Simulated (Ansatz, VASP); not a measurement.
# Cross-check of PtS2 (1T-PtS2, 3 layers, AA) between VASP and Ansatz

Wanted: the spread between two codes on one cell, functional and k mesh. The structure shown is the start of the Ansatz relaxation below; VASP solves that cell, so the two are compared at the walk's first step.

Main program and level: Ansatz 0.2.0; plane waves, with VASP 6.6.1 beside it; single point at r2SCAN with D4.

### 1. The starting structure

The cell holds 9 atoms: 6 S and 3 Pt. Cell: a = 3.570 Å, b = 3.570 Å, c = 55.042 Å, α = 90.0°, β = 90.0°, γ = 120.0°. Vacuum lies along c.

### 2. Ansatz: relaxation, r2SCAN with D4

Ansatz runs on its default PAW (the set named soft_2) files.

The two programs are compared at the cell with which this relaxation starts, whose forces are those of its first step.

Input file input.yaml:

```yaml
crystal:
  lattice:
    - [3.57, 0.0, 0.0]
    - [-1.785, 3.0917106915, 0.0]
    - [0.0, 0.0, 55.0422591826]
  atoms:
    - { symbol: S, position: [0.6666666667, 0.3333333333, 0.390608967] }
    - { symbol: Pt, position: [0.0, 0.0, 0.4089047858] }
    - { symbol: S, position: [0.3333333333, 0.6666666667, 0.4272006045] }
    - { symbol: S, position: [0.6666666667, 0.3333333333, 0.4817041813] }
    - { symbol: Pt, position: [0.0, 0.0, 0.5] }
    - { symbol: S, position: [0.3333333333, 0.6666666667, 0.5182958187] }
    - { symbol: S, position: [0.6666666667, 0.3333333333, 0.5727993955] }
    - { symbol: Pt, position: [0.0, 0.0, 0.5910952142] }
    - { symbol: S, position: [0.3333333333, 0.6666666667, 0.609391033] }
  periodic: [true, true, false]
kpoints:
  mp_grid: { grid: [9, 9, 1] }
hamiltonian:
  xc: r2scan
  dispersion: d4
scf:
  occupations: { method: fermi_dirac, width: 0.05 }
  convergence: { dr2_threshold: 1.0e-09 }
relax:
  f_tol: 0.015
  max_steps: 90
  cell: {}
output:
  write_potential: true
  write_density: true
  volumetric_format: npy
```

Launch:

```
$ ansatz run input.yaml --threads 4 --pin off --max-ram 6144MiB --backend cpu --events-out ev --progress --plain --runs-dir out
```

Numbers of over 12 decimals in the logs are rounded to 6 here.

The log of the run:

```text
Warning: relax.cell: scf.convergence.dr2_threshold = 1e-9 eV is looser than the 1.85238092456e-10 eV advised for a relaxation that steers and ends on the stress (1e-10 eV for each atom of the cell: 9, times the square of relax.cell.stress_2d_tol = 0.05 N/m over 22.0 Å (the atoms' height at the walk's start and 5 Å past either face), 2.268e-2 GPa, over a crystal's default 0.05). What an SCF threshold leaves in a stress goes as its square root, and in the free energy as the threshold itself, and one threshold admits the most on a small cell: [figures from the program's tests cut] Set scf.convergence.dr2_threshold to 1.85238092456e-10 eV or tighter. [rest of the remark cut]
Engine: ansatz 0.2.0, aarch64-unknown-linux-gnu
Pseudopotentials: kind: paw
Pseudopotential: S, paw, valence charge 6, recommended cutoff 500 eV (meta_gga), S.paw.azcp
Pseudopotential: Pt, paw, valence charge 18, recommended cutoff 500 eV (meta_gga), Pt.paw.azcp
Functional definition: r2SCAN
  parameter k0 = 0.174
  parameter k1 = 0.065
  parameter a1 = 4.9479
  exchange = r2scan_x(k0 = k0, k1 = k1, a1 = a1)
  correlation = r2scan_c
Crystal: 9 atoms, lattice volume = 607.524 Å³
Basis set: ecut = 500 eV, 15597 PW (Γ), exchange–correlation on 108×108×1620 points (64 copies of the dense FFT grid, shifted against one another)
Bands: 54, of which v1, the nominal top of the filled ones, is band 45 counted from 1 (44 counted from 0)
Symmetry: 12 space group operations
Space group: P-3m1 (ITA 164), of the structure as read, at distance tolerance 8.5e-5 Å
k-points: 12 of 81
Non-local potential: S, projectors of the file, l = 0: 2, l = 1: 2, l = 2: 2
Non-local potential: Pt, projectors of the file, l = 0: 3, l = 1: 2, l = 2: 2, l = 3: 1
PAW form: soft (Blöchl's): semilocal exchange-correlation on the pseudo side does not see the compensation charge
PAW frozen core: S, regenerated for the run's functional (the file was generated under x = pbe(κ = 0.804, μ = 0.219515), c = pbe(β = 0.066725))
PAW frozen core: Pt, regenerated for the run's functional (the file was generated under x = pbe(κ = 0.804, μ = 0.219515), c = pbe(β = 0.066725))
PAW one-centre angular grid: S, 302 points (default); XC on 160 Gauss nodes
PAW one-centre angular grid: Pt, 590 points (default); XC on 160 Gauss nodes
Initial density: superposition of atomic densities (neutral atoms: chi_scale 0, normalization atom), corrected by the library's trained network
Initial wavefunctions: pseudopotential atomic-orbital guess
Functional: x = r2scan, c = r2scan; τ floored in thin density (d = 2e-4 eV/Å³)
SCF iter   1: F=—  HF=-43048.402179 eV  |F-HF|=—  |Δ(HF+E_count)|=         —  Δρ=5.17e-3  dr2=2.12e-1  dr2_τ=3.05e-1  ethr=1.77e-3  ⟨swp⟩=20.2  Hψ=5274  notcnv=0
preconditioner: auto → Resta (q_TF=auto, 1.985 Å⁻¹)  ε∞=2.5  [insulator: Δε(μ)=1.313 eV  Ē_g=9.886 eV  σ=0.050 eV  W_gap=1.00  n_scr=34 (ndim 8)  ℏωp=12.2 eV  f_vac=0.718  D(μ)=0.00/eV (n_scr^D=0)  ε∞_Penn≈2.5  vacuum switching on, ρ_ref=7.1e-3 e/Å³]
SCF iter   2: F=—  HF=-43048.507660 eV  |F-HF|=—  |Δ(HF+E_count)|=   1.05e-1  Δρ=3.47e-3  dr2=5.94e-2  dr2_τ=1.90e-2  ethr=2.35e-4  ⟨swp⟩=4.3  Hψ=1747  notcnv=0  defer=24
SCF iter   3: F=—  HF=-43048.500603 eV  |F-HF|=—  |Δ(HF+E_count)|=   7.06e-3  Δρ=1.73e-3  dr2=5.77e-3  dr2_τ=3.58e-4  ethr=6.60e-5  ⟨swp⟩=2.5  Hψ=1193  notcnv=0  defer=24
SCF iter   4: F=—  HF=-43048.503638 eV  |F-HF|=—  |Δ(HF+E_count)|=   3.04e-3  Δρ=2.00e-4  dr2=1.33e-3  dr2_τ=4.49e-5  ethr=6.42e-6  ⟨swp⟩=3.5  Hψ=1643  notcnv=0  defer=24
SCF iter   5: F=—  HF=-43048.503587 eV  |F-HF|=—  |Δ(HF+E_count)|=   5.05e-5  Δρ=1.20e-4  dr2=4.31e-4  dr2_τ=1.17e-5  ethr=1.47e-6  ⟨swp⟩=2.8  Hψ=1135  notcnv=0  defer=24
SCF iter   6: F=—  HF=-43048.503583 eV  |F-HF|=—  |Δ(HF+E_count)|=   4.75e-6  Δρ=4.94e-5  dr2=6.21e-5  dr2_τ=5.39e-7  ethr=4.79e-7  ⟨swp⟩=2.6  Hψ=970  notcnv=0  defer=24
SCF iter   7: F=—  HF=-43048.503601 eV  |F-HF|=—  |Δ(HF+E_count)|=   1.84e-5  Δρ=1.19e-5  dr2=1.36e-6  dr2_τ=1.28e-7  ethr=6.91e-8  ⟨swp⟩=3.1  Hψ=1241  notcnv=0  defer=24
SCF iter   8: F=—  HF=-43048.504009 eV  |F-HF|=—  |Δ(HF+E_count)|=   4.08e-4  Δρ=7.09e-6  dr2=4.98e-7  dr2_τ=5.83e-8  ethr=1.51e-9  ⟨swp⟩=3.4  Hψ=1644  notcnv=0  defer=24
SCF iter   9: F=—  HF=-43048.504010 eV  |F-HF|=—  |Δ(HF+E_count)|=   4.08e-7  Δρ=4.12e-6  dr2=1.72e-7  dr2_τ=2.96e-8  ethr=5.53e-10  ⟨swp⟩=2.7  Hψ=1271  notcnv=0  defer=24
[...]
Mixer restart at iter 5: flushing history
SCF iter   6: F=-43050.436978 eV  HF=-43050.436978 eV  |F-HF|=2.04e-10  |Δ(HF+E_count)|=  2.11e-10  Δρ=1.14e-7  dr2=4.35e-10  dr2_τ=9.87e-12  ethr=1.00e-12  ⟨swp⟩=10.0  Hψ=4606  notcnv=0
SCF 7 converged in 6 iterations: F = -43050.436978 eV  dr2 = 4.35e-10
relax step   7: F+E_penalty+E_count = -43050.43697817 eV  Δ(F+E_penalty+E_count) = +5.862e-4 eV  max|allowed force component| = 8.709e-4 eV/Å  Δτ_max = 0.0000 Å  P = -0.008 N/m  Ω = 598.203 Å³  fix = [c, alpha, beta]  reactions: c -0.000 N/m  stress off target by 7.96e-3 N/m on what of the cell is left free  SCF on the basis re-selected at this cell (its energy is not comparable with the rows above)  (6 SCF iters)
basis re-selected at this cell: Δ(F+E_penalty+E_count) = +5.862e-4 eV, ΔP = -0.010 N/m vs the last step (what re-selecting the basis moved, of the pressure what is left beyond the Pulay correction that the steps carried, after the strain that the cell walked since its last selection, with what the two solves' SCF thresholds leave and, on support functions, any second-order correction that the steps lacked; it is no m [...]
WARN: The output density's exchange-correlation potential varies sharply where the density is thin. Do not read a vacuum level from v_tot or v_xc, or from such a field of the output density. On a cell that repeats whose density bears no net charge and no dipole along the vacuum's axis use v_es (v_loc + v_h of the components); under efield.dipole_correction with no amplitude use v_es + v_field, which holds any externa [...]
SCF converged after 6 iterations
an eigenvalue changed by more than its tolerance at an iteration that met the thresholds in force, so the SCF went on 2 times, its first undamped step at iteration 5: the last check found none over its tolerance
Free energy (F): -43050.436978 eV
Harris-Foulkes:  -43050.436978 eV  (|F-HF|=2.04e-10)
Internal energy: -43050.436977 eV  (E = F + TS)
E sigma→0 (E₀):  -43050.436978 eV
Entropy (-TS):   -0.000001 eV (-0.000 meV/atom)
Fermi energy:    -5.393296 eV
--- Per-component energies (eV) ---
  E_band       = -2507.325755
  E_kinetic    = 2548.392571
  E_local      = -597949.022178  (includes V_loc(G=0)·N_el)
  E_nonlocal   = 769.966231
  E_hartree    = 297265.633668
  E_xc         = -1299.973784
  E_vxc        = -1579.379234  (∫ρ·V_xc dr)
  E_paw        = -32093.691945  (= ΣΔE_a)
  E_vpaw       = -920.316282  (= ΣTr[D̂ρ^β])
  E_aug_tail   = 0.000472  (compensation charges beyond the density's cutoff)
  E_vtau       = 91.756410  (kinetic-family band-sum trace: ∫τ·v_τ [+ j·A + Jᵃ·Aᵃ] dr)
  E_ewald      = 287710.814364
  E_disp       = -1.203293  (pairwise vdW)
  E_core_change = -1.353084  (= ΣΔE_core)
  E_smearing   = -0.000001  (= −TS)
  E_closure    = -0.000000  (closes the sum)
  Σ components = -43050.436978   (vs F -43050.436978, Δ=0.00e0)
--- Forces (eV/Å), atoms counted from 1 ---
  atom   1  S      0.00000000     0.00000000    -0.00087091
  atom   2  Pt    -0.00000000    -0.00000000    -0.00014694
  atom   3  S     -0.00000000    -0.00000000     0.00063095
  atom   4  S      0.00000000     0.00000000    -0.00059490
  atom   5  Pt     0.00000000     0.00000000     0.00000000
  atom   6  S     -0.00000000    -0.00000000     0.00059490
  atom   7  S      0.00000000     0.00000000    -0.00063095
  atom   8  Pt     0.00000000     0.00000000     0.00014694
  atom   9  S     -0.00000000    -0.00000000     0.00087091
  max |Σ_I F_I| component: 9.25e-18 eV/Å
--- 2D stress c σ (N/m, compression-positive) ---
       -0.007964       0.000000       0.000000
        0.000000      -0.007964      -0.000000
        0.000000      -0.000000      -0.000000
  P = ½ c Tr σ = -0.0080 N/m
--- Band table (eV; the first three rows and the last of 12) ---
  k-point 0: bands = [... 41 lower, -6.8939, -6.8939, -6.6923, -6.1948, -3.3667, -3.3667, -3.1897, -3.1897, ... 5 higher]
  k-point 1: bands = [... 41 lower, -6.8286, -6.8130, -6.1426, -6.0143, -3.9765, -3.8601, -3.7391, -3.5868, ... 5 higher]
  k-point 2: bands = [... 41 lower, -6.9219, -6.9140, -6.5720, -6.1736, -4.7457, -4.5106, -4.1655, -3.8495, ... 5 higher]
  k-point 11: bands = [... 41 lower, -7.4809, -7.4809, -7.3206, -7.3206, -4.6295, -4.6295, -4.2252, -4.2252, ... 5 higher]
  the weakly bound empty levels are not read free of the cell's end (no_gap_told)
--- Relaxed structure (6 steps of the walk, 6 accepted, 1 SCFs on fresh bases) ---
  F+E_penalty+E_count = -43050.43697817 eV   max|allowed force component| = 8.709e-4 eV/Å   (the final SCF, on the basis selected at the relaxed cell)
  cell:  # Å, volume = 598.2028 Å³
    - [3.542508, 0.0, 0]
    - [-1.771254, 3.067902, 0]
    - [0, 0, 55.0422591826]
  atoms:
    - { symbol: S, position: [0.666667, 0.333333, 0.382550] }
    - { symbol: Pt, position: [0, 0, 0.405102] }
    - { symbol: S, position: [0.333333, 0.666667, 0.427353] }
    - { symbol: S, position: [0.666667, 0.333333, 0.477652] }
    - { symbol: Pt, position: [0, 0, 0.500000] }
    - { symbol: S, position: [0.333333, 0.666667, 0.522348] }
    - { symbol: S, position: [0.666667, 0.333333, 0.572647] }
    - { symbol: Pt, position: [0, 0, 0.594898] }
    - { symbol: S, position: [0.333333, 0.666667, 0.617450] }
```

(Part 1 of 2 ends here.)

[Lines on the potential files, build, host, timing and source positions are cut from VASP's logs without a mark.]

[Logs are printed without paths, hosts, clocks, repeated set-up lines and the standing remarks that a program may print on its own settings, such as how far it seeks lower states.]

[Hosts, paths, dates, database ids (printed as entryN), source tags and the programs' standing remarks are cut or masked in the printed files.]
